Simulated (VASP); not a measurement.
These are PBE GGA, VASP's PBE PAW potentials (set 64) (plane waves; VASP) values and carry that method's errors.

Input for VASP

KPOINTS:
```
Automatic mesh
0
Gamma
8 8 8
0 0 0
```

**INCAR**
```
SYSTEM = GdN
PREC = Single
ENCUT = 520
EDIFF = 1E-6
NELM = 100
ALGO = Normal
LREAL = .FALSE.
LASPH = .TRUE.
ISMEAR = 0
SIGMA = 0.05
GGA = PE
LMAXMIX = 6
LWAVE = .FALSE.
LCHARG = .FALSE.
ISIF = 2
```

**POSCAR**
```
GdN
1
    0.0000000000     2.4784340000     2.5299830000
    2.5289030000     0.0000000000     2.5299830000
    2.5289030000     2.4784340000     0.0000000000
Gd N
1 1
Direct
  0.0000000000   0.0000000000   0.0000000000
  0.4885390000   0.5114610000   0.5114610000
```

POTCAR, in this order: Gd_3 N (PBE.64 set). Program: vasp_std.

The resulting files:

OSZICAR:
```
       N       E                     dE             d eps       ncg     rms          rms(c)
DAV:   1     0.440844028427E+02    0.44084E+02   -0.67760E+03  2090   0.117E+03
DAV:   2    -0.155459139015E+02   -0.59630E+02   -0.55764E+02  2887   0.235E+02
DAV:   3    -0.184323481385E+02   -0.28864E+01   -0.28194E+01  2755   0.420E+01
DAV:   4    -0.184744596352E+02   -0.42111E-01   -0.42040E-01  2639   0.460E+00
DAV:   5    -0.184751790546E+02   -0.71942E-03   -0.71929E-03  2813   0.500E-01    0.256E+01
DAV:   6    -0.163642931494E+02    0.21109E+01   -0.19451E+01  2432   0.263E+01    0.237E+01
DAV:   7    -0.161514568478E+02    0.21284E+00   -0.15269E+00  2434   0.803E+00    0.164E+01
DAV:   8    -0.161537987548E+02   -0.23419E-02   -0.13693E-01  2297   0.386E+00    0.600E+00
DAV:   9    -0.161482502875E+02    0.55485E-02   -0.17915E-02  2545   0.112E+00    0.573E-01
DAV:  10    -0.161485327953E+02   -0.28251E-03   -0.60233E-04  2947   0.230E-01    0.437E-01
DAV:  11    -0.161485165912E+02    0.16204E-04   -0.15634E-04  2622   0.942E-02    0.165E-02
DAV:  12    -0.161485176434E+02   -0.10523E-05   -0.86888E-06  2704   0.255E-02    0.147E-02
DAV:  13    -0.161485173695E+02    0.27386E-06   -0.24684E-06  2253   0.103E-02
   1 F= -.16148517E+02 E0= -.16148463E+02  d E =-.109586E-03
```

**OUTCAR**
```
------------------------ aborting loop because EDIFF is reached ----------------------------------------
  FORCE on cell =-STRESS in cart. coord.  units (eV):
  Direction    XX          YY          ZZ          XY          YZ          ZX
  --------------------------------------------------------------------------------------
  Total       -0.9258032     -0.1976504     -1.0549722      0.0000000      0.0000000      0.0000000
  in kB      -46.7705151     -9.9850689    -53.2959807      0.0000000      0.0000000      0.0000000
  external PRESSURE =     -36.6838549 kB  Pullay stress =       0.0000000 kB
  volume of cell :       31.71
      direct lattice vectors                 reciprocal lattice vectors
     0.000000000  2.478434000  2.529983000    -0.197714187  0.201740292  0.197629786
     2.528903000  0.000000000  2.529983000     0.197714187 -0.201740292  0.197629786
     2.528903000  2.478434000  0.000000000     0.197714187  0.201740292 -0.197629786
 POSITION                                       TOTAL-FORCE (eV/Angst)
 -----------------------------------------------------------------------------------
      0.00000      0.00000      0.00000        -0.026483      0.000000      0.000000
      2.58687      2.47843      2.52998         0.026483      0.000000      0.000000
 -----------------------------------------------------------------------------------
    total drift:                                0.001388      0.000005      0.000003
  FREE ENERGIE OF THE ION-ELECTRON SYSTEM (eV)
  ---------------------------------------------------
  free  energy   TOTEN  =       -16.1485173695 eV

  energy  without entropy=      -16.1484077832  energy(sigma->0) =      -16.14846258
```
(Selected blocks of OUTCAR.)

The 4f electrons are frozen in the core of the lanthanide potential, so 4f levels, which can set the real gap, and their magnetism are missing.

The compound is GdN in the rock salt structure. The cell was not relaxed at this level, atoms are displaced from their ideal sites. The run is one of a series of settings (PREC = Single against the base run), some of them coarse on purpose.
